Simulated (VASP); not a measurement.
Here is a VASP 6.6.1 calculation.

Contents of INCAR:

```
PREC = Accurate
ENCUT = 520
EDIFF = 1E-6
ISMEAR = 0
SIGMA = 0.01
LREAL = F
LASPH = T
NELM = 60
ALGO = Normal
ISIF = 2
LWAVE = F
LCHARG = F
GGA = PE
IVDW = 2
LORBIT = 11
```

File KPOINTS:

```
Automatic mesh
0
Gamma
  1 1 1
```

POSCAR

```
GeBr2F2
1.0
   12.0000000000      0.0000000000      0.0000000000
    0.0000000000     13.0000000000      0.0000000000
    0.0000000000      0.0000000000     12.0000000000
F Ge Br
2 1 2
Direct
    0.6110125000      0.3847038500      0.5360791700
    0.4456958300      0.5018346200      0.6249791700
    0.5132541700      0.4752884600      0.5029291700
    0.3911541700      0.4075192300      0.3806875000
    0.5997208300      0.6185269200      0.4422291700
```

Potentials or basis: VASP PAW PBE potentials, release 64 (F, Ge_d, Br).

Launch:

```bash
$ cat potpaw_PBE.64/F/POTCAR potpaw_PBE.64/Ge_d/POTCAR potpaw_PBE.64/Br/POTCAR > POTCAR
$ mpirun -np 1 vasp_gam > vasp.out
```

(1) Predict the Hirshfeld charges.

(2) What does it give for the dispersion energy per atom?

(3) What does it give for the gap between the frontier levels?

(4) Estimate the largest force.

Results:

(1) F -0.20; Ge +0.46; Br -0.03 e.

(2) -0.007 eV.

(3) 4.37 eV.

(4) 0.860 eV/Å.
